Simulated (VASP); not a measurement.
A VASP calculation is set up with these files.

INCAR:
```
SYSTEM = NiSi2
PREC = Accurate
ENCUT = 400
EDIFF = 1E-6
NELM = 100
ALGO = Normal
LREAL = .FALSE.
LASPH = .TRUE.
ISMEAR = 1
SIGMA = 0.1
GGA = PE
LMAXMIX = 4
LWAVE = .FALSE.
LCHARG = .FALSE.
ISIF = 2
LEPSILON = .TRUE.
```

POSCAR:
```
NiSi2
1
    0.0000000000     2.7591000000     2.7591000000
    2.7591000000     0.0000000000     2.7591000000
    2.7591000000     2.7591000000     0.0000000000
Si Ni
2 1
Direct
  0.2500000000   0.2500000000   0.2500000000
  0.7500000000   0.7500000000   0.7500000000
  0.0000000000   0.0000000000   0.0000000000
```

### KPOINTS
```
Automatic mesh
0
Gamma
7 7 7
0 0 0
```

POTCAR, in this order: Si Ni (PBE.64 set). Program: vasp_std.

The run wrote:

standard output:
```
...
RMM:   3    -0.310258006529E+01   -0.11742E+00    0.80095E-03   807   0.745E-01
RMM:   4    -0.310762412292E+01   -0.50441E-02   -0.15997E-03   835   0.151E-01
RMM:   5    -0.310774159838E+01   -0.11748E-03   -0.95649E-05   797   0.304E-02
RMM:   6    -0.310774474897E+01   -0.31506E-05   -0.45996E-06   653   0.615E-03
RMM:   7    -0.310774501650E+01   -0.26753E-06   -0.34061E-07   468   0.177E-03
 change of polarisation eV/A/(eV/A) component  3 :     0.857    -1.096     6.215
 dielectric tensor                  component  3 :     3.690    -4.722    27.774
 Linear response to external field, progress :
  Direction:   1
       N       E                     dE             d eps       ncg     rms          rms(c)
RMM:   1    -0.331721071972E+01   -0.33172E+01   -0.19164E+01  1627   0.129E+01
RMM:   2    -0.390812079923E+01   -0.59091E+00    0.17207E+00  1548   0.430E+00    0.143E+00
RMM:   3    -0.410031661554E+01   -0.19220E+00    0.12408E-02  1513   0.170E+00    0.834E-01
RMM:   4    -0.414717229556E+01   -0.46856E-01   -0.21511E-02  1657   0.123E+00    0.104E-01
RMM:   5    -0.415214677783E+01   -0.49745E-02   -0.20792E-03  1488   0.531E-01    0.133E-01
RMM:   6    -0.415453902122E+01   -0.23922E-02   -0.26072E-04  1404   0.334E-01    0.208E-02
RMM:   7    -0.415585684344E+01   -0.13178E-02   -0.92267E-05  1703   0.837E-02    0.162E-02
RMM:   8    -0.415587811239E+01   -0.21269E-04   -0.25701E-05  1660   0.422E-02    0.785E-03
RMM:   9    -0.415611902629E+01   -0.24091E-03   -0.47842E-06  1530   0.262E-02    0.139E-03
RMM:  10    -0.415612634838E+01   -0.73221E-05   -0.89018E-07  1775   0.720E-03    0.916E-04
RMM:  11    -0.415613740433E+01   -0.11056E-04   -0.19381E-07  1663   0.380E-03    0.297E-04
RMM:  12    -0.415613101182E+01    0.63925E-05   -0.46465E-07  1234   0.118E-03    0.103E-04
RMM:  13    -0.415613028175E+01    0.73008E-06    0.40099E-08   568   0.551E-04    0.365E-05
 change of polarisation eV/A/(eV/A) component  1 :     8.183     2.807     0.525
 dielectric tensor                  component  1 :    36.250    12.092     2.262
 Linear response to external field, progress :
  Direction:   2
       N       E                     dE             d eps       ncg     rms          rms(c)
RMM:   1    -0.330931898121E+01   -0.33093E+01   -0.19085E+01  1633   0.130E+01
RMM:   2    -0.391032269892E+01   -0.60100E+00    0.17066E+00  1548   0.426E+00    0.143E+00
RMM:   3    -0.410102979209E+01   -0.19071E+00    0.64373E-03  1526   0.170E+00    0.834E-01
RMM:   4    -0.414719919337E+01   -0.46169E-01   -0.21219E-02  1656   0.122E+00    0.959E-02
RMM:   5    -0.415358370011E+01   -0.63845E-02   -0.24931E-03  1624   0.433E-01    0.770E-02
RMM:   6    -0.415470546035E+01   -0.11218E-02   -0.89774E-05  1461   0.227E-01    0.261E-02
RMM:   7    -0.415573109483E+01   -0.10256E-02   -0.38209E-05  1703   0.697E-02    0.162E-02
RMM:   8    -0.415602427166E+01   -0.29318E-03   -0.11999E-05  1616   0.299E-02    0.473E-03
RMM:   9    -0.415611030180E+01   -0.86030E-04    0.66313E-07  1572   0.118E-02    0.918E-04
RMM:  10    -0.415612605031E+01   -0.15749E-04    0.38719E-07  1732   0.386E-03    0.495E-04
RMM:  11    -0.415612078789E+01    0.52624E-05   -0.39142E-07  1282   0.108E-03    0.957E-05
RMM:  12    -0.415612012456E+01    0.66333E-06   -0.57861E-07   631   0.548E-04    0.373E-05
 change of polarisation eV/A/(eV/A) component  2 :     2.533     8.183    -0.571
 dielectric tensor                  component  2 :    10.911    36.250    -2.458
 Linear response to external field, progress :
  Direction:   3
       N       E                     dE             d eps       ncg     rms          rms(c)
RMM:   1    -0.330984704216E+01   -0.33098E+01   -0.19091E+01  1632   0.130E+01
RMM:   2    -0.391038336178E+01   -0.60054E+00    0.17063E+00  1552   0.426E+00    0.143E+00
RMM:   3    -0.410103250946E+01   -0.19065E+00    0.64418E-03  1524   0.170E+00    0.834E-01
RMM:   4    -0.414720144618E+01   -0.46169E-01   -0.21235E-02  1656   0.122E+00    0.959E-02
RMM:   5    -0.415358241769E+01   -0.63810E-02   -0.25026E-03  1625   0.432E-01    0.770E-02
RMM:   6    -0.415470120963E+01   -0.11188E-02   -0.83753E-05  1461   0.226E-01    0.261E-02
RMM:   7    -0.415572744259E+01   -0.10262E-02   -0.37738E-05  1703   0.695E-02    0.163E-02
RMM:   8    -0.415602722479E+01   -0.29978E-03   -0.12267E-05  1615   0.302E-02    0.474E-03
RMM:   9    -0.415610952288E+01   -0.82298E-04    0.51285E-07  1574   0.117E-02    0.908E-04
RMM:  10    -0.415612411893E+01   -0.14596E-04    0.29294E-07  1736   0.383E-03    0.463E-04
RMM:  11    -0.415611989511E+01    0.42238E-05   -0.64752E-07  1260   0.104E-03    0.967E-05
RMM:  12    -0.415611945112E+01    0.44399E-06   -0.27716E-06   629   0.552E-04    0.385E-05
 change of polarisation eV/A/(eV/A) component  3 :     0.274     1.688     8.183
 dielectric tensor                  component  3 :     1.182     7.270    36.250
 Born effective charges drift removed
```

### OUTCAR
```
------------------------ aborting loop because EDIFF is reached ----------------------------------------

 HEAD OF MICROSCOPIC STATIC DIELECTRIC TENSOR (INDEPENDENT PARTICLE, excluding Hartree and local field effects)
 ------------------------------------------------------
          36.533392    -0.000000    -0.000000
          -0.000000    36.533392    -0.000000
           0.000000    -0.000000    36.533392
 ------------------------------------------------------

 MACROSCOPIC STATIC DIELECTRIC TENSOR (including local field effects in DFT)
 ------------------------------------------------------
          36.249834    -0.000000    -0.000000
          -0.000000    36.249834     0.000000
           0.000000     0.000000    36.249834
 ------------------------------------------------------

 PIEZOELECTRIC TENSOR (including local field effects)  for field in x, y, z        (e  Angst)
          XX          YY          ZZ          XY          YZ          ZX
  --------------------------------------------------------------------------------
  x     0.00000     0.00000     0.00000     0.00000     0.00000     0.00000
  y     0.00000     0.00000     0.00000     0.00000     0.00000     0.00000
  z     0.00000     0.00000     0.00000     0.00000     0.00000     0.00000

 PIEZOELECTRIC TENSOR (including local field effects)  for field in x, y, z        (C/m^2)
          XX          YY          ZZ          XY          YZ          ZX
  --------------------------------------------------------------------------------
  x     0.00000     0.00000     0.00000     0.00000     0.00000     0.00000
  y     0.00000     0.00000     0.00000     0.00000     0.00000     0.00000
  z     0.00000     0.00000     0.00000     0.00000     0.00000     0.00000

 BORN EFFECTIVE CHARGES (including local field effects) (in |e|, cummulative output)
 ---------------------------------------------------------------------------------
 ion    1
    1     2.25983    -0.00000     0.00000
    2     0.00000     2.25983     0.00000
    3     0.00000     0.00000     2.25983
 ion    2
    1     2.25983    -0.00000    -0.00000
    2     0.00000     2.25983    -0.00000
    3     0.00000     0.00000     2.25983
 ion    3
    1    -4.51967     0.00000     0.00000
    2     0.00000    -4.51967     0.00000
    3     0.00000    -0.00000    -4.51967
```
(Selected blocks of OUTCAR.)

### Question
Read input and log: which fault does this run have?
A) LEPSILON was set with a meta-GGA
B) LEPSILON was set for a metal
C) one atom is typed twice, on or next to the same site
D) fractional coordinates stand under the word Cartesian

### Answer
B, LEPSILON was set for a metal. The run ends without an error. Against the sound run, the energy per atom (σ→0) stays essentially unchanged; the pressure stays essentially unchanged.

To mend it, drop LEPSILON, since a metal has no finite static dielectric tensor or Born charges. The plain static run on this cell (PBE GGA, plane waves, VASP's PBE PAW potentials (set 64)) converges, and its OSZICAR ends with
```
   1 F= -.17349493E+02 E0= -.17349020E+02  d E =-.141828E-02
```

The compound is NiSi2 in the fluorite structure. The cell was not relaxed at this level. The run is not spin-polarised, so no magnetic state was tried.
